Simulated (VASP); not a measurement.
Sn2GeO2: relaxation of cell and atoms with PBE

Crystal: Sn2GeO2.

```
CELL_PARAMETERS angstrom
3.11788 0.00000 0.00000
-1.55894 2.70017 0.00000
0.00000 0.00000 11.57100
ATOMIC_POSITIONS crystal
Sn 0.66667 0.33333 0.38657
Sn 0.33333 0.66667 0.61343
Ge 0.00000 0.00000 0.00000
O 0.66667 0.33333 0.92049
O 0.33333 0.66667 0.07951
```

The cell was built by a generator and needn't be a form met in nature.

- Program: VASP 6.6.1
- Task: relaxation of cell and atoms
- Functional: PBE
- Potentials or basis: VASP PAW PBE potentials, release 64 (Sn_d, Ge_d, O)
- Cutoff: 520 eV
- k mesh: 12 × 12 × 4
- Occupations: gaussian, width 0.1 eV
- Spin: no spin polarisation
- Further INCAR settings: ALGO = Normal; EDIFF = 1e-06; IBRION = 2; EDIFFG = -0.01; NSW = 90; ISIF = 3

```json
{
 "Relaxed volume": "19.15 Å³/atom",
 "Relaxed cell": "a = 3.088 Å, b = 3.088 Å, c = 11.594 Å, α = 90.00°, β = 90.00°, γ = 120.00°",
 "Space group after relaxing (to 0.05 Å)": "P-3m1 (No. 164)",
 "Energy gained by relaxing": "13.1 meV/atom",
 "Ionic steps": "30",
 "Pressure after relaxing": "0.0 GPa",
 "Largest force after relaxing": "0.008 eV/Å",
 "Band gap on the k mesh": "none (metal or under the smearing width)"
}
```

Forces in eV/Å, atoms in the order of the input:
```
Sn   0.000  0.000 -0.005
Sn   0.000  0.000  0.005
Ge   0.000  0.000  0.000
O    0.000  0.000  0.008
O    0.000  0.000 -0.008
```

The path:
```tsv
step	energy change (eV)	largest force (eV/Å)	pressure (GPa)	volume (Å³)
1	0.0000	0.6514	0.10	97.41
2	-0.0496	0.2447	0.14	97.57
3	-0.0553	0.1651	0.14	97.62
4	-0.0504	0.2406	0.27	97.70
5	-0.0563	0.1693	0.15	97.64
6	-0.0608	0.0783	-0.05	97.95
7	-0.0617	0.0444	-0.19	98.17
8	-0.0617	0.0469	-0.16	98.15
9	-0.0622	0.0503	0.03	97.84
10	-0.0623	0.0611	0.14	97.74
11	-0.0626	0.0500	0.12	97.69
12	-0.0632	0.0174	-0.03	97.57
13	-0.0632	0.0097	-0.03	97.52
14	-0.0636	0.0099	-0.15	97.44
15	-0.0643	0.0124	-0.35	97.19
16	-0.0645	0.0124	-0.31	97.04
17	-0.0650	0.0374	-0.15	96.59
18	-0.0649	0.0890	0.19	95.69
19	-0.0651	0.0668	0.11	96.07
20	-0.0651	0.0471	-0.03	96.43
21	-0.0652	0.0558	0.00	96.27
22	-0.0652	0.0616	0.07	96.17
23	-0.0652	0.0588	0.04	96.21
24	-0.0653	0.0479	0.08	96.12
25	-0.0654	0.0406	0.07	96.06
26	-0.0655	0.0261	0.05	95.93
27	-0.0656	0.0165	0.05	95.69
28	-0.0656	0.0125	0.01	95.73
29	-0.0656	0.0128	-0.04	95.77
30	-0.0657	0.0076	-0.03	95.76
```

Final structure:
```yaml
crystal:
  lattice:
    - [3.08829, 0.00000, 0.00000]
    - [-1.54415, 2.67454, 0.00000]
    - [0.00000, 0.00000, 11.59396]
  atoms:
    - { symbol: Sn, position: [0.66667, 0.33333, 0.37690] }
    - { symbol: Sn, position: [0.33333, 0.66667, 0.62310] }
    - { symbol: Ge, position: [0.00000, 0.00000, 0.00000] }
    - { symbol: O, position: [0.66667, 0.33333, 0.91931] }
    - { symbol: O, position: [0.33333, 0.66667, 0.08069] }
```

Levels at points of the mesh, in eV from the Fermi level:
```
           k point  band 24  band 25  band 26  band 27  band 28  band 29  band 30  band 31
(0.00, 0.00, 0.00)    -4.44    -3.91    -3.79    -0.86     0.72     2.57     6.59     6.96
(0.50, 0.00, 0.00)    -4.20    -3.87    -3.67    -3.49     0.82     1.17     2.28     4.03
(0.00, 0.00, 0.50)    -4.44    -4.44    -3.07    -1.31     1.06     2.44     6.77     6.95
(0.50, 0.00, 0.50)    -3.99    -3.87    -3.80    -3.45     0.69     1.39     2.21     4.03
```

Wall time 8.8 min on 4 MPI ranks on AMD EPYC 9R45 (Zen 5) (shared host), peak memory 0.34 GiB a rank.
